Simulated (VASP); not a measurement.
All values below come from PBE GGA with D4 dispersion, VASP's PBE PAW potentials (set 64) (plane waves; VASP).

VASP input:

**POSCAR**
```
BN
1
    0.0000000000     1.8391892942     1.8391892942
    1.8391892942     0.0000000000     1.8391892942
    1.8391892942     1.8391892942     0.0000000000
B N
1 1
Direct
  0.0000000000   0.0000000000   0.0000000000
  0.2500000000   0.2500000000   0.2500000000
```

**INCAR**
```
SIGMA  =  0.05
NELM  =  100   ! most electronic steps
GGA  =  PE   ! PBE
ALGO  =  Normal   ! blocked Davidson
EDIFF  =  1E-7
ENCUT  =  520   ! plane-wave cut-off (eV)
IVDW  =  13
LREAL  =  .FALSE.   ! projection in real space or not
PREC  =  Accurate
ISMEAR  =  0   ! Gaussian
ISIF  =  2
LCHARG  =  .FALSE.
LASPH  =  .TRUE.
LWAVE  =  .FALSE.
SYSTEM  =  BN
```

**KPOINTS**
```
Automatic
0
Gamma
 12 12 12
0 0 0
```

POTCAR, in this order: B N (PBE.64 set). Program: vasp_std.

What will the output report for the number of irreducible k-points (NKPTS), largest plane-wave count, number of space-group operations, FFT grid (NGX, NGY, NGZ)?

```yaml
number of irreducible k-points (NKPTS): 72
largest_plane_wave_count: 347
number_of_space_group_operations: 24
FFT grid (NGX, NGY, NGZ): 20 × 20 × 20
```

The compound is BN in the zinc blende structure. This cell is one point of a volume scan, at 1.06 of the reference volume.
